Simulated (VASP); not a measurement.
All values below come from r2SCAN meta-GGA, VASP's PBE PAW potentials (set 64) (plane waves; VASP).

The input files of a VASP run:

KPOINTS:
```
Automatic mesh
0
Gamma
5 5 7
0 0 0
```

### POSCAR
```
SiRu2
1
    6.0489282131    -0.0000000000     0.0000000000
   -3.0244641066     5.2385253140    -0.0000000000
    0.0000000000    -0.0000000000     3.8023369278
Ru Si
6 3
Direct
  0.2559808086   0.0000000000   0.0000000000
  1.0000000000   0.2559808086   0.0000000000
  0.7440191914   0.7440191914   0.0000000000
  0.5941406957   0.0000000000   0.5000000000
  1.0000000000   0.5941406958   0.5000000000
  0.4058593043   0.4058593042   0.5000000000
  0.0000000000   1.0000000000   0.5000000000
  0.3333330000   0.6666670000   1.0000000000
  0.6666670000   0.3333330000   1.0000000000
```

**INCAR**
```
! general
SYSTEM =SiRu2
PREC   =Accurate
ENCUT  =400
LREAL  =.FALSE.   ! projection in real space or not
LASPH  =.TRUE.   ! aspherical one-centre terms

! electronic loop
EDIFF  =1E-6
NELM   =100   ! most electronic steps
ALGO   =Normal
LMAXMIX=4   ! l cut-off of mixed one-centre charges
LMIXTAU=.TRUE.

! smearing
ISMEAR =1   ! Methfessel-Paxton
SIGMA  =0.1   ! width (eV)

! functional
METAGGA=R2SCAN

! ions
IBRION =2
NSW    =60
ISIF   =3   ! ions, shape and volume
EDIFFG =-0.02

! output
LWAVE  =.FALSE.
LCHARG =.FALSE.
```

POTCAR, in this order: Ru_pv Si (PBE.64 set). Program: vasp_std.

What VASP printed:

OUTCAR:
```
 ion  position               nearest neighbor table
   1  0.256  0.000  0.000-   8 2.29   9 2.29   7 2.45   7 2.45   3 2.68   2 2.68   4 2.79   4 2.79
                             6 2.87   6 2.87   5 2.87   5 2.87
   2  0.000  0.256  0.000-   9 2.29   8 2.29   7 2.45   7 2.45   3 2.68   1 2.68   5 2.79   5 2.79
                             4 2.87   4 2.87   6 2.87   6 2.87
   3  0.744  0.744  0.000-   9 2.29   8 2.29   7 2.45   7 2.45   2 2.68   1 2.68   6 2.79   6 2.79
                             4 2.87   4 2.87   5 2.87   5 2.87
   4  0.594  0.000  0.500-   7 2.46   9 2.64   9 2.64   8 2.64   8 2.64   1 2.79   1 2.79   2 2.87
                             2 2.87   3 2.87   3 2.87   5 3.18   6 3.18   6 3.18   5 3.18
   5  0.000  0.594  0.500-   7 2.46   8 2.64   8 2.64   9 2.64   9 2.64   2 2.79   2 2.79   1 2.87
                             1 2.87   3 2.87   3 2.87   4 3.18   4 3.18   6 3.18   6 3.18
   6  0.406  0.406  0.500-   7 2.46   8 2.64   8 2.64   9 2.64   9 2.64   3 2.79   3 2.79   1 2.87
                             1 2.87   2 2.87   2 2.87   4 3.18   4 3.18   5 3.18   5 3.18
   7  0.000  0.000  0.500-   3 2.45   3 2.45   2 2.45   2 2.45   1 2.45   1 2.45   5 2.46   6 2.46
                             4 2.46
   8  0.333  0.667  0.000-   1 2.29   2 2.29   3 2.29   5 2.64   5 2.64   4 2.64   4 2.64   6 2.64
                             6 2.64
   9  0.667  0.333  0.000-   2 2.29   1 2.29   3 2.29   4 2.64   4 2.64   5 2.64   5 2.64   6 2.64
                             6 2.64
  LATTYP: Found a hexagonal cell.
 ALAT       =     6.0489282131
 C/A-ratio  =     0.6285968016
 Subroutine PRICEL returns:
 Original cell was already a primitive cell.
 Subroutine GETGRP returns: Found 12 space group operations
The static configuration has the point symmetry D_3h.
The dynamic configuration has the point symmetry D_3h.
 Subroutine INISYM returns: Found 12 space group operations
 Subroutine IBZKPT returns following result:
 Found     20 irreducible k-points:

 Following reciprocal coordinates:
            Coordinates               Weight
  0.000000  0.000000  0.000000      1.000000
  0.200000 -0.000000  0.000000      6.000000
  0.400000 -0.000000  0.000000      6.000000
  0.200000  0.200000  0.000000      6.000000
  0.400000  0.200000  0.000000      6.000000
  0.000000  0.000000  0.142857      2.000000
  0.200000 -0.000000  0.142857     12.000000
  0.400000 -0.000000  0.142857     12.000000
  0.200000  0.200000  0.142857     12.000000
  0.400000  0.200000  0.142857     12.000000
  0.000000  0.000000  0.285714      2.000000
  0.200000 -0.000000  0.285714     12.000000
  0.400000 -0.000000  0.285714     12.000000
  0.200000  0.200000  0.285714     12.000000
  0.400000  0.200000  0.285714     12.000000
  0.000000  0.000000  0.428571      2.000000
  0.200000 -0.000000  0.428571     12.000000
  0.400000 -0.000000  0.428571     12.000000
  0.200000  0.200000  0.428571     12.000000
  0.400000  0.200000  0.428571     12.000000
   k-points           NKPTS =     20   k-points in BZ     NKDIM =     20   number of bands    NBANDS=     57
   number of dos      NEDOS =    301   number of ions     NIONS =      9
   total plane-waves  NPLWV =  44800
   dimension x,y,z NGX =    40 NGY =   40 NGZ =   28
   dimension x,y,z NGXF=    80 NGYF=   80 NGZF=   56
   ions per type =               6   3
   PREC   = accura    normal or accurate (medium, high low for compatibility)
   ISTART =      0    job   : 0-new  1-cont  2-samecut
   ICHARG =      2    charge: 1-file 2-atom 10-const
   ISPIN  =      1    spin polarized calculation?
   LNONCOLLINEAR =      F non collinear calculations
   LSORBIT =      F    spin-orbit coupling
   INIWAV =      1    electr: 0-lowe 1-rand  2-diag
   ENCUT  =  400.0 eV  29.40 Ry    5.42 a.u.   9.86  9.86  6.20*2*pi/ulx,y,z
   NELM   =    100;   NELMIN=  2; NELMDL= -5     # of ELM steps
   EDIFF  = 0.1E-05   stopping-criterion for ELM
   LREAL  =      F    real-space projection
   NLSPLINE    = F    spline interpolate recip. space projectors
   LMAXMIX     =    4 max onsite mixed and CHGCAR
   VOSKOWN=      0    Vosko Wilk Nusair interpolation
   EDIFFG = -.2E-01   stopping-criterion for IOM
   NSW    =     60    number of steps for IOM
...
```

OSZICAR:
```
       N       E                     dE             d eps       ncg     rms          rms(c)
DAV:   1     0.871192901260E+03    0.87119E+03   -0.50127E+04  2376   0.151E+03
DAV:   2    -0.169614499255E+03   -0.10408E+04   -0.10059E+04  2441   0.500E+02
DAV:   3    -0.214660469259E+03   -0.45046E+02   -0.42760E+02  2734   0.995E+01
DAV:   4    -0.215578069332E+03   -0.91760E+00   -0.91314E+00  2568   0.129E+01
DAV:   5    -0.215609276631E+03   -0.31207E-01   -0.31200E-01  3086   0.216E+00    0.439E+01
DAV:   6    -0.189439586891E+03    0.26170E+02   -0.63734E+01  2334   0.496E+01    0.156E+01
DAV:   7    -0.184855624180E+03    0.45840E+01   -0.27193E+01  2561   0.374E+01    0.156E+01
DAV:   8    -0.181247897426E+03    0.36077E+01   -0.81823E+00  2582   0.193E+01    0.489E+00
DAV:   9    -0.181762430761E+03   -0.51453E+00   -0.10071E+00  2510   0.447E+00    0.265E+00
DAV:  10    -0.181539022999E+03    0.22341E+00   -0.59175E-01  2413   0.338E+00    0.669E-01
DAV:  11    -0.181818409623E+03   -0.27939E+00   -0.25758E-01  2363   0.203E+00    0.281E-01
DAV:  12    -0.181815993582E+03    0.24160E-02   -0.69048E-03  2624   0.464E-01    0.192E-01
DAV:  13    -0.181822828833E+03   -0.68353E-02   -0.68558E-03  2366   0.334E-01    0.667E-02
DAV:  14    -0.181823007654E+03   -0.17882E-03   -0.11313E-03  2373   0.183E-01    0.241E-02
DAV:  15    -0.181823233051E+03   -0.22540E-03   -0.36738E-04  2358   0.105E-01    0.127E-02
DAV:  16    -0.181823292116E+03   -0.59064E-04   -0.45040E-05  2542   0.336E-02    0.568E-03
DAV:  17    -0.181823281594E+03    0.10522E-04   -0.69310E-06  2055   0.176E-02    0.408E-03
DAV:  18    -0.181823293401E+03   -0.11807E-04   -0.58973E-06  2012   0.168E-02    0.160E-03
DAV:  19    -0.181823291130E+03    0.22713E-05   -0.14295E-06  1231   0.793E-03    0.786E-04
DAV:  20    -0.181823292488E+03   -0.13583E-05   -0.21831E-07  1214   0.269E-03    0.501E-04
DAV:  21    -0.181823292339E+03    0.14878E-06   -0.34029E-08  1182   0.754E-04
   1 F= -.18182329E+03 E0= -.18182282E+03  d E =-.181823E+03
       N       E                     dE             d eps       ncg     rms          rms(c)
DAV:   1    -0.181822762089E+03    0.53040E-03   -0.70984E-02  2544   0.276E+00    0.678E-02
DAV:   2    -0.181823376682E+03   -0.61459E-03   -0.53408E-03  2298   0.469E-01    0.306E-02
DAV:   3    -0.181823383361E+03   -0.66796E-05   -0.96880E-05  2837   0.531E-02    0.160E-02
DAV:   4    -0.181823382145E+03    0.12159E-05   -0.18665E-05  2368   0.303E-02    0.951E-03
DAV:   5    -0.181823387001E+03   -0.48559E-05   -0.69232E-06  2177   0.232E-02    0.684E-03
DAV:   6    -0.181823385625E+03    0.13762E-05   -0.31094E-06  1994   0.149E-02    0.237E-03
DAV:   7    -0.181823386724E+03   -0.10993E-05   -0.12229E-06  1290   0.702E-03    0.137E-03
DAV:   8    -0.181823386322E+03    0.40191E-06   -0.46140E-07  1173   0.416E-03
   2 F= -.18182339E+03 E0= -.18182296E+03  d E =-.939832E-04
```

### OUTCAR
```
------------------------ aborting loop because EDIFF is reached ----------------------------------------
  FORCE on cell =-STRESS in cart. coord.  units (eV):
  Direction    XX          YY          ZZ          XY          YZ          ZX
  --------------------------------------------------------------------------------------
  Total       -0.0029196     -0.0029196     -0.0270089      0.0000000      0.0000000     -0.0000000
  in kB       -0.0388176     -0.0388176     -0.3590997      0.0000000      0.0000000     -0.0000000
  external PRESSURE =      -0.1455783 kB  Pullay stress =       0.0000000 kB
  volume of cell :      120.50
      direct lattice vectors                 reciprocal lattice vectors
     6.049472403 -0.000000000  0.000000000     0.165303672  0.095438123  0.000000000
    -3.024736202  5.238996596 -0.000000000     0.000000000  0.190876245  0.000000000
    -0.000000000 -0.000000000  3.802213179    -0.000000000 -0.000000000  0.263004717
 POSITION                                       TOTAL-FORCE (eV/Angst)
 -----------------------------------------------------------------------------------
      1.54993     -0.00000      0.00000        -0.008819      0.000000     -0.000000
      5.27451      1.34228      0.00000         0.004410     -0.007638      0.000000
      2.24977      3.89671      0.00000         0.004410      0.007638      0.000000
      3.59523     -0.00000      1.90111         0.013086     -0.000000      0.000000
      4.25186      3.11356      1.90111        -0.006543      0.011333     -0.000000
      1.22712      2.12544      1.90111        -0.006543     -0.011333     -0.000000
     -0.00000      0.00000      1.90111         0.000000      0.000000      0.000000
     -0.00000      3.49267      0.00000         0.000000      0.000000      0.000000
      3.02474      1.74633      0.00000         0.000000      0.000000      0.000000
 -----------------------------------------------------------------------------------
    total drift:                               -0.000093     -0.000158      0.000005
  FREE ENERGIE OF THE ION-ELECTRON SYSTEM (eV)
  ---------------------------------------------------
  free  energy   TOTEN  =      -181.8233863223 eV

  energy  without entropy=     -181.8221204811  energy(sigma->0) =     -181.82296438

 reached required accuracy - stopping structural energy minimisation
```
(Selected blocks of OUTCAR.)

CONTCAR:
```
SiRu2
   1.00000000000000
     6.0494724032480978   -0.0000000000000052    0.0000000000000000
    -3.0247362016740582    5.2389965964430276   -0.0000000000000000
    -0.0000000000000000   -0.0000000000000000    3.8022131786921718
  Ru              Si
     6     3
Direct
     0.2562096931570858    0.0000000000000000    0.0000000000000000
     1.0000000000000000    0.2562096931570858    0.0000000000000000
     0.7437903068429141    0.7437903068429141    0.0000000000000000
     0.5943048473424658    0.0000000000000000    0.5000000000000000
     1.0000000000000000    0.5943048474424676    0.5000000000000000
     0.4056951526575343    0.4056951525575325    0.5000000000000000
     0.0000000000000000    0.0000000000000000    0.5000000000000000
     0.3333330000000032    0.6666669999999968    0.0000000000000000
     0.6666669999999968    0.3333330000000032    0.0000000000000000
```

The structure was generated: SiRu2 was put into the Fe2P type (P-62m), which need not be its known phase. This run relaxes it. Symmetry was kept, so distortions that lower it aren't found. The start is the result of an earlier pass.
